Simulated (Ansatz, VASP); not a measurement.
**Cross-check of Zn27Ge16O59 (glassy 63ZnO-37GeO2 (mol %)) between VASP and Ansatz**

One calculation is typed for both programs; each brings its own data sets. How far apart do they land? Of the first pair: The cell is taken from a series of runs on this material, whose earlier steps may have relaxed, scaled, displaced or heated it; both programs get it as it stands.

Calculated with Ansatz 0.2.0; plane waves, with VASP 6.6.1 beside it; single point at LDA.

### Step 1. Set-up

The cell holds 102 atoms: 27 Zn, 16 Ge and 59 O. Its edges and angles: a = 10.425 Å, b = 10.910 Å, c = 11.101 Å, α = 88.8°, β = 89.1°, γ = 91.9°. As first built, before any earlier steps moved the atoms (in the runner's words): 102 atoms (27 Zn, 16 Ge, 59 O) placed at random at 4.43 g/cm^3, melted at 4000 K for 10 ps at fixed volume with the Morse and Coulomb pair potential with partial charges (Pedone, Malavasi, Menziani, Cormack and Segre, J. Phys. Chem. B 110, 11780 (2006)). Quenched from 4000 K to 300 K at 50 K/ps and fixed volume, held 10 ps at zero pressure, then minimised at fixed cell.

### Step 2. Ansatz: single point, LDA, pair 1

Ansatz runs on its default PAW (the set named soft_2) files.

With cell and atoms fixed, the geometry can't cause a difference; cores, projectors, grids and the points listed under the comparison can.

File input.yaml:

```yaml
crystal:
  lattice:
    - [10.42322, -0.17759, 0.08411]
    - [-0.17759, 10.90753, 0.11966]
    - [0.08411, 0.11966, 11.09972]
  atoms:
    - { symbol: Zn, position: [0.40783, 0.31697, 0.2609] }
    - { symbol: Zn, position: [0.53405, 0.78688, 0.32153] }
    - { symbol: Zn, position: [0.73255, 0.48987, 0.05597] }
    - { symbol: Zn, position: [0.82649, 0.08216, 0.46946] }
    - { symbol: Zn, position: [0.38706, 0.18061, 0.49799] }
    - { symbol: Zn, position: [0.48355, 0.31387, 0.99847] }
    - { symbol: Zn, position: [0.80594, 0.83823, 0.63666] }
    - { symbol: Zn, position: [0.25036, 0.50794, 0.24725] }
    - { symbol: Zn, position: [0.2965, 0.90025, 0.21824] }
    - { symbol: Zn, position: [0.98831, 0.42677, 0.35616] }
    - { symbol: Zn, position: [0.06494, 0.02188, 0.11224] }
    - { symbol: Zn, position: [0.21561, 0.38971, 0.48413] }
    - { symbol: Zn, position: [0.90306, 0.61188, 0.57542] }
    - { symbol: Zn, position: [0.65524, 0.29109, 0.40043] }
    - { symbol: Zn, position: [0.8186, 0.65555, 0.8235] }
    - { symbol: Zn, position: [0.99741, 0.22763, 0.94798] }
    - { symbol: Zn, position: [0.3153, 0.32531, 0.73609] }
    - { symbol: Zn, position: [0.58626, 0.71685, 0.57341] }
    - { symbol: Zn, position: [0.08707, 0.82354, 0.64727] }
    - { symbol: Zn, position: [0.55651, 0.12119, 0.21088] }
    - { symbol: Zn, position: [0.05025, 0.66525, 0.32457] }
    - { symbol: Zn, position: [0.72208, 0.57855, 0.35885] }
    - { symbol: Zn, position: [0.99358, 0.50917, 0.07243] }
    - { symbol: Zn, position: [0.14634, 0.18471, 0.31801] }
    - { symbol: Zn, position: [0.32645, 0.61993, 0.72303] }
    - { symbol: Zn, position: [0.08084, 0.93486, 0.39186] }
    - { symbol: Zn, position: [0.83589, 0.8301, 0.37793] }
    - { symbol: Ge, position: [0.72346, 0.36785, 0.80346] }
    - { symbol: Ge, position: [0.58098, 0.87754, 0.09621] }
    - { symbol: Ge, position: [0.08158, 0.51386, 0.82986] }
[... 66 atom lines left out ...]
    - { symbol: O, position: [0.86829, 0.08789, 0.87504] }
    - { symbol: O, position: [0.43439, 0.49306, 0.27622] }
    - { symbol: O, position: [0.4435, 0.08513, 0.62354] }
    - { symbol: O, position: [0.94933, 0.78985, 0.5363] }
    - { symbol: O, position: [0.2266, 0.72003, 0.62144] }
    - { symbol: O, position: [0.74271, 0.66709, 0.65595] }
kpoints:
  mp_grid: { grid: [1, 1, 1] }
hamiltonian:
  xc: lda
scf:
  occupations: { method: gaussian, width: 0.05 }
output:
  forces: true
  stress: true
  populations: intrinsic
  dos:
    method: { smearing: { sigma: 0.1 } }
    de: 0.1
    projected: { site_lists: { Ge: [Ge], O: [O], Zn: [Zn] } }
  eigenvalues: true
  write_density: true
  write_potential: true
  volumetric_format: npy
  elf: true
```

Command:

```sh
ansatz run input.yaml --threads 4 --pin off --max-ram 8192MiB --backend cpu --events-out ev --progress --plain --runs-dir out
```

Numbers of over 12 decimals in the logs are rounded to 6 here.

The log of the run:

```text
Engine: ansatz 0.2.0, x86_64-unknown-linux-gnu
Pseudopotentials: kind: paw
Pseudopotential: Zn, paw, valence charge 12, recommended cutoff 420 eV (normal), Zn.paw.azcp
Pseudopotential: Ge, paw, valence charge 14, recommended cutoff 420 eV (normal), Ge.paw.azcp
Pseudopotential: O, paw, valence charge 6, recommended cutoff 420 eV (normal), O.paw.azcp
Functional definition: SPW92
  exchange = slater_x
  correlation = pw_c
Crystal: 102 atoms, lattice volume = 1261.365 Å³
Basis set: ecut = 420 eV, 24707 PW (Γ)
Bands: 553, of which v1, the nominal top of the filled ones, is band 451 counted from 1 (450 counted from 0)
Symmetry: 1 space group operations
Space group: P1 (ITA 1), of the structure as read, at distance tolerance 1.1e-4 Å
k-points: 1
Non-local potential: Zn, projectors of the file, l = 0: 2, l = 1: 2, l = 2: 3, l = 3: 1
Non-local potential: Ge, projectors of the file, l = 0: 2, l = 1: 2, l = 2: 3, l = 3: 1
Non-local potential: O, projectors of the file, l = 0: 2, l = 1: 2, l = 2: 1
PAW form: soft (Blöchl's): semilocal exchange-correlation on the pseudo side does not see the compensation charge
PAW frozen core: Zn, regenerated for the run's functional, and the local potential with it (the file was generated under x = pbe(κ = 0.804, μ = 0.219515), c = pbe(β = 0.066725))
PAW frozen core: Ge, regenerated for the run's functional, and the local potential with it (the file was generated under x = pbe(κ = 0.804, μ = 0.219515), c = pbe(β = 0.066725))
PAW frozen core: O, regenerated for the run's functional, and the local potential with it (the file was generated under x = pbe(κ = 0.804, μ = 0.219515), c = pbe(β = 0.066725))
PAW one-centre angular grid: Zn, 590 points (default); XC on 64 Gauss nodes
PAW one-centre angular grid: Ge, 590 points (default); XC on 64 Gauss nodes
PAW one-centre angular grid: O, 110 points (default); XC on 64 Gauss nodes
Initial density: superposition of atomic densities (neutral atoms: chi_scale 0, normalization atom), corrected by the library's trained network
Initial wavefunctions: pseudopotential atomic-orbital guess
Functional: x = slater, c = lda
SCF iter   1: F=—  HF=-187860.552946 eV  |F-HF|=—  |Δ(HF+E_count)|=         —  Δρ=1.67e-2  dr2=3.11e0  ethr=1.77e-3  ⟨swp⟩=6.0  Hψ=2060  notcnv=0  defer=58
preconditioner: auto → Resta (q_TF=auto, 2.580 Å⁻¹)  ε∞=4.7  [insulator: Δε(μ)=1.093 eV  Ē_g=16.410 eV  σ=0.050 eV  W_gap=1.00  n_scr=368 (ndim 8)  ℏωp=31.4 eV  f_vac=0.128  D(μ)=0.00/eV (n_scr^D=0)  ε∞_Penn≈4.7]
SCF iter   2: F=—  HF=-187859.691547 eV  |F-HF|=—  |Δ(HF+E_count)|=   8.61e-1  Δρ=3.77e-3  dr2=1.15e-1  ethr=3.45e-4  ⟨swp⟩=3.0  Hψ=1014  notcnv=0  defer=95
SCF iter   3: F=—  HF=-187859.660704 eV  |F-HF|=—  |Δ(HF+E_count)|=   3.08e-2  Δρ=1.98e-3  dr2=4.34e-2  ethr=1.28e-5  ⟨swp⟩=2.0  Hψ=770  notcnv=0  defer=95
SCF iter   4: F=—  HF=-187859.649073 eV  |F-HF|=—  |Δ(HF+E_count)|=   1.16e-2  Δρ=8.30e-4  dr2=7.69e-3  ethr=4.81e-6  ⟨swp⟩=2.0  Hψ=775  notcnv=0  defer=95
SCF iter   5: F=—  HF=-187859.646487 eV  |F-HF|=—  |Δ(HF+E_count)|=   2.59e-3  Δρ=2.09e-4  dr2=6.84e-4  ethr=8.52e-7  ⟨swp⟩=2.0  Hψ=854  notcnv=0  defer=95
SCF iter   6: F=—  HF=-187859.646446 eV  |F-HF|=—  |Δ(HF+E_count)|=   4.15e-5  Δρ=1.35e-4  dr2=1.95e-4  ethr=7.58e-8  ⟨swp⟩=2.0  Hψ=909  notcnv=0  defer=95
SCF iter   7: F=—  HF=-187859.646380 eV  |F-HF|=—  |Δ(HF+E_count)|=   6.54e-5  Δρ=3.66e-5  dr2=1.66e-5  ethr=2.16e-8  ⟨swp⟩=2.0  Hψ=909  notcnv=0  defer=95
SCF iter   8: F=—  HF=-187859.645673 eV  |F-HF|=—  |Δ(HF+E_count)|=   7.08e-4  Δρ=1.74e-5  dr2=4.23e-6  ethr=1.84e-9  ⟨swp⟩=2.0  Hψ=1004  notcnv=0  defer=95
SCF iter   9: F=—  HF=-187859.645673 eV  |F-HF|=—  |Δ(HF+E_count)|=   8.45e-7  Δρ=6.74e-6  dr2=7.34e-7  ethr=4.69e-10  ⟨swp⟩=2.0  Hψ=909  notcnv=0  defer=95
SCF iter  10: F=—  HF=-187859.645674 eV  |F-HF|=—  |Δ(HF+E_count)|=   1.69e-7  Δρ=4.85e-6  dr2=2.64e-7  ethr=8.13e-11  ⟨swp⟩=2.0  Hψ=866  notcnv=0  defer=95
SCF iter  11: F=-187859.645673 eV  HF=-187859.645673 eV  |F-HF|=1.46e-10  |Δ(HF+E_count)|=   4.16e-8  Δρ=1.46e-6  dr2=3.74e-8  ethr=1.11e-11  ⟨swp⟩=15.0  Hψ=4429  notcnv=0
SCF 1 converged in 11 iterations: F = -187859.645673 eV  dr2 = 3.74e-8
  greatest PAW one-centre occupation: 0.999 electrons in one spin orbital (limit 2), on the Ge atom at site 28 (counted from 0), in its partial waves of l = 2
SCF converged after 11 iterations
Free energy (F): -187859.645673 eV
Harris-Foulkes:  -187859.645673 eV  (|F-HF|=1.46e-10)
Internal energy: -187859.645673 eV  (E = F + TS)
E sigma→0 (E₀):  -187859.645673 eV
Fermi energy:    6.971288 eV
--- Per-component energies (eV) ---
  E_band       = -2955.300071
  E_kinetic    = 15646.698879
  E_local      = -115903.541498  (includes V_loc(G=0)·N_el)
  E_nonlocal   = 26622.668169
  E_hartree    = 48483.847546
  E_xc         = -9087.722288
  E_vxc        = -7928.089642  (∫ρ·V_xc dr)
[...]
atom  87  O      0.00369631     0.00242684    -0.00062168
  atom  88  O     -0.00115221     0.00152832    -0.00059000
  atom  89  O      0.00047400     0.00160944    -0.00202657
  atom  90  O     -0.00235896    -0.00014992     0.00068898
  atom  91  O     -0.00049133     0.00097788    -0.00253473
  atom  92  O     -0.00172011    -0.00299918     0.00292237
  atom  93  O     -0.00300559    -0.00523909    -0.00225898
  atom  94  O     -0.00149654    -0.00128021    -0.00132706
  atom  95  O      0.00401034     0.00170961    -0.00016130
  atom  96  O      0.00135501     0.00113518    -0.00210603
  atom  97  O      0.00758749    -0.00086783    -0.00140832
  atom  98  O      0.00006092    -0.00056018    -0.00177136
  atom  99  O     -0.00155301     0.00277980    -0.00458480
  atom 100  O      0.00155186     0.00123223     0.00215682
  atom 101  O      0.00607138    -0.00168587     0.00478488
  atom 102  O      0.00190029    -0.00328972     0.00093225
  max |Σ_I F_I| component: 1.60e-4 eV/Å
--- Stress (GPa, compression-positive) ---
        0.005079       0.000120       0.001790
        0.000120      -0.003328       0.001840
        0.001790       0.001840      -0.004295
  P = ⅓ Tr σ = -0.0008 GPa (-0.008 kbar)
--- Band table (eV) ---
  k-point 0: bands = [... 447 lower, 6.1764, 6.2266, 6.3343, 6.4322, 7.5103, 9.4984, 9.5869, 9.7086, ... 98 higher]
--- intrinsic populations: 102 sites ---
  site symbol       q [e]
     0     Zn     10.5954
     1     Zn     10.5479
     2     Zn     10.5307
     3     Zn     10.5620
     4     Zn     10.5543
     5     Zn     10.5481
     6     Zn     10.5979
     7     Zn     10.5583
     8     Zn     10.5594
     9     Zn     10.5876
    10     Zn     10.5430
    11     Zn     10.5666
    12     Zn     10.5887
    13     Zn     10.5527
    14     Zn     10.5394
    15     Zn     10.5296
    16     Zn     10.5266
    17     Zn     10.5614
    18     Zn     10.5474
    19     Zn     10.5468
    20     Zn     10.5741
    21     Zn     10.5725
    22     Zn     10.5427
    23     Zn     10.5764
[...]
94      O      7.1163
    95      O      7.0330
    96      O      6.8253
    97      O      7.0639
    98      O      6.9887
    99      O      7.4041
   100      O      7.0876
   101      O      7.3724
  spilling = 0.000000 (of n_electrons = 902.000000)
```

The column dr2 measures how far the density is from self-consistency, as an energy; F and HF (Harris–Foulkes) agree once it is small.

### Step 3. VASP: single point, LDA, pair 1

The same cell, functional (in two slightly different forms), mesh and smearing now go to VASP, with its own data sets.

Lines of VASP's logs that name or quote its potential files are left out, and so is its time.

File INCAR:

```
SYSTEM = Zn27Ge16O59
PREC = Accurate
ENCUT = 600
EDIFF = 1E-06
NELM = 120
ISMEAR = 0
SIGMA = 0.05
LREAL = Auto
ALGO = Normal
GGA = PW92
NBANDS = 528
LORBIT = 11
LWAVE = .FALSE.
LCHARG = .FALSE.
ISIF = 2
LASPH = .TRUE.
GGA_COMPAT = .FALSE.
EFERMI = MIDGAP
NCORE = 2
```

File POSCAR:

```
Zn27Ge16O59
1.0
   10.4232200000     -0.1775900000      0.0841100000
   -0.1775900000     10.9075300000      0.1196600000
    0.0841100000      0.1196600000     11.0997200000
Zn Ge O
27 16 59
Direct
    0.4078300000      0.3169700000      0.2609000000
    0.5340500000      0.7868800000      0.3215300000
    0.7325500000      0.4898700000      0.0559700000
    0.8264900000      0.0821600000      0.4694600000
    0.3870600000      0.1806100000      0.4979900000
    0.4835500000      0.3138700000      0.9984700000
    0.8059400000      0.8382300000      0.6366600000
    0.2503600000      0.5079400000      0.2472500000
    0.2965000000      0.9002500000      0.2182400000
    0.9883100000      0.4267700000      0.3561600000
    0.0649400000      0.0218800000      0.1122400000
    0.2156100000      0.3897100000      0.4841300000
    0.9030600000      0.6118800000      0.5754200000
    0.6552400000      0.2910900000      0.4004300000
    0.8186000000      0.6555500000      0.8235000000
    0.9974100000      0.2276300000      0.9479800000
    0.3153000000      0.3253100000      0.7360900000
    0.5862600000      0.7168500000      0.5734100000
    0.0870700000      0.8235400000      0.6472700000
    0.5565100000      0.1211900000      0.2108800000
    0.0502500000      0.6652500000      0.3245700000
    0.7220800000      0.5785500000      0.3588500000
    0.9935800000      0.5091700000      0.0724300000
    0.1463400000      0.1847100000      0.3180100000
    0.3264500000      0.6199300000      0.7230300000
    0.0808400000      0.9348600000      0.3918600000
    0.8358900000      0.8301000000      0.3779300000
    0.7234600000      0.3678500000      0.8034600000
    0.5809800000      0.8775400000      0.0962100000
    0.0815800000      0.5138600000      0.8298600000
[... 66 atom lines left out ...]
    0.8682900000      0.0878900000      0.8750400000
    0.4343900000      0.4930600000      0.2762200000
    0.4435000000      0.0851300000      0.6235400000
    0.9493300000      0.7898500000      0.5363000000
    0.2266000000      0.7200300000      0.6214400000
    0.7427100000      0.6670900000      0.6559500000
```

File KPOINTS:

```
Automatic mesh
0
Gamma
1 1 1
0 0 0
```

PAW data sets: Zn, Ge_d and O (LDA family, release 64).

Command:

```sh
mpirun -np 8 vasp_gam
```

The log of the run:

```text
[banner, memory and clock lines left out]
running    8 mpi-ranks, on    1 nodes
[...]
|                                                                             |
|               ----> ADVICE to this user running VASP <----                  |
|                                                                             |
|     You enforced a specific xc type in the INCAR file but a different       |
|     [... a line on the potential file left out ...]
|     I HOPE YOU KNOW WHAT YOU ARE DOING!                                     |
|                                                                             |

 LDA part: xc-table for (Slater(with rela. corr.)+PW92), standard interpolation
 POSCAR, INCAR and KPOINTS ok, starting setup
[...]
entering main loop
       N       E                     dE             d eps       ncg     rms          rms(c)
DAV:   1     0.265035921090E+05    0.26504E+05   -0.35805E+05  1152   0.437E+03
DAV:   2     0.629983580680E+04   -0.20204E+05   -0.19022E+05  1056   0.117E+03
DAV:   3     0.342408974500E+03   -0.59574E+04   -0.55822E+04  1088   0.418E+02
DAV:   4    -0.644914283228E+03   -0.98732E+03   -0.96397E+03  1144   0.184E+02
[...]
DAV:  20    -0.618992376559E+03    0.18612E-05   -0.44179E-05  1312   0.200E-02    0.119E-02
DAV:  21    -0.618992376225E+03    0.33401E-06   -0.11579E-05  1160   0.983E-03    0.752E-03
DAV:  22    -0.618992375811E+03    0.41469E-06   -0.53970E-06   960   0.122E-02
   1 F= -.61899238E+03 E0= -.61899238E+03  d E =-.315419E-50
```

Parts of OUTCAR (step 3):

```text
  FREE ENERGIE OF THE ION-ELECTRON SYSTEM (eV)
  ---------------------------------------------------
  free  energy   TOTEN  =      -618.9923758106 eV

  energy  without entropy=     -618.9923758106  energy(sigma->0) =     -618.99237581
```

The run ends at a pressure of 0.89 GPa, with forces up to 0.14 eV/Å.

### Step 4. Side by side

Known differences besides the potentials themselves: the cutoff is 420 eV in Ansatz and 600 eV in VASP (PREC = Accurate, projectors in real space); VASP's log shows a relativistic correction to its local exchange, Ansatz's none. Total energies have different zeros and are not compared.

Compared:

```tsv
quantity	Ansatz	VASP	difference
pressure (GPa)	0.00	0.89	-0.89
gap on the k mesh (eV)	1.078	1.065	+0.013
```

Forces on 7 of the 102 atoms, those with the largest forces and the largest differences (eV/Å; atoms numbered as in POSCAR):

```tsv
atom	Ansatz x, y, z	VASP x, y, z
O48	0.002, 0.000, 0.000	-0.003, -0.097, -0.093
O60	0.002, 0.000, 0.000	0.074, -0.086, -0.049
O68	-0.001, 0.001, -0.003	0.029, 0.045, -0.102
O78	-0.002, -0.001, 0.000	0.076, 0.090, -0.012
O81	-0.004, 0.003, -0.001	0.016, -0.072, -0.088
O89	0.000, 0.002, -0.002	0.122, 0.046, -0.064
O98	0.000, -0.001, -0.002	0.021, -0.003, 0.119
```

The forces differ by 39 meV/Å r.m.s., where the r.m.s. force is 0.003 eV/Å in Ansatz and 0.040 eV/Å in VASP: the atoms lie near their places of rest in Ansatz, so a percentage would say little (all taken over all components). A gap on the mesh is an upper bound, since the band edges may lie between its points.

### Step 5. Ansatz: relaxation, LDA

The two programs are compared at the cell with which this relaxation starts, whose forces are those of its first step. The cell compared in this pair holds 1337.05 Å³, against 1261.36 Å³ for the pair before.

The structure compared here is the start of the Ansatz relaxation; VASP solves that cell, so the two are compared at the walk's first step.

Edit input.yaml of step 2 so:

```diff
@@ -2,5 +2,5 @@
   lattice:
-    - [10.42322, -0.17759, 0.08411]
-    - [-0.17759, 10.90753, 0.11966]
-    - [0.08411, 0.11966, 11.09972]
+    - [10.62765, -0.18107, 0.08576]
+    - [-0.18107, 11.12146, 0.12201]
+    - [0.08576, 0.12201, 11.31742]
   atoms:
@@ -51,12 +51,6 @@
   forces: true
+  eigenvalues: true
   stress: true
-  populations: intrinsic
-  dos:
-    method: { smearing: { sigma: 0.1 } }
-    de: 0.1
-    projected: { site_lists: { Ge: [Ge], O: [O], Zn: [Zn] } }
-  eigenvalues: true
-  write_density: true
-  write_potential: true
-  volumetric_format: npy
-  elf: true
+relax:
+  f_tol: 0.05
+  max_steps: 70
```

Command:

```sh
ansatz run input.yaml --threads 4 --pin off --max-ram 8192MiB --backend cpu --events-out ev --progress --plain --runs-dir out
```

The log of the run:

```text
Warning: output.stress: scf.convergence.dr2_threshold = 1e-7 eV (the SCF's general default) is looser than the 1.02e-8 eV advised for a printed stress (1e-10 eV for each atom of the cell: 102). What an SCF threshold leaves in a stress goes as its square root, and in the free energy as the threshold itself, and one threshold admits the most on a small cell: [figures from the program's tests cut] Every solve of this ru [...]
[...]
Crystal: 102 atoms, lattice volume = 1337.047 Å³
Basis set: ecut = 420 eV, 26125 PW (Γ)
[...]
- { symbol: O, position: [0.164628, 0.027149, 0.243832] }
    - { symbol: O, position: [0.961400, 0.893063, 0.025300] }
    - { symbol: O, position: [0.228402, 0.556455, 0.428695] }
    - { symbol: O, position: [0.868051, 0.642950, 0.031449] }
    - { symbol: O, position: [0.549570, 0.832818, 0.952386] }
    - { symbol: O, position: [0.341404, 0.979727, 0.876397] }
    - { symbol: O, position: [0.141948, 0.117321, 0.966565] }
[...]
- { symbol: O, position: [0.455748, 0.078695, 0.607984] }
    - { symbol: O, position: [0.939882, 0.784514, 0.549298] }
    - { symbol: O, position: [0.221918, 0.720518, 0.619246] }
    - { symbol: O, position: [0.738229, 0.658505, 0.657662] }
```

[end of part 1 of 2]

[Lines on the potential files, build, host, timing and source positions are cut from VASP's logs without a mark.]

[Logs are printed without paths, hosts, clocks, repeated set-up lines and the standing remarks that a program may print on its own settings, such as how far it seeks lower states.]

[Hosts, paths, dates, database ids (printed as entryN), source tags and the programs' standing remarks are cut or masked in the printed files.]
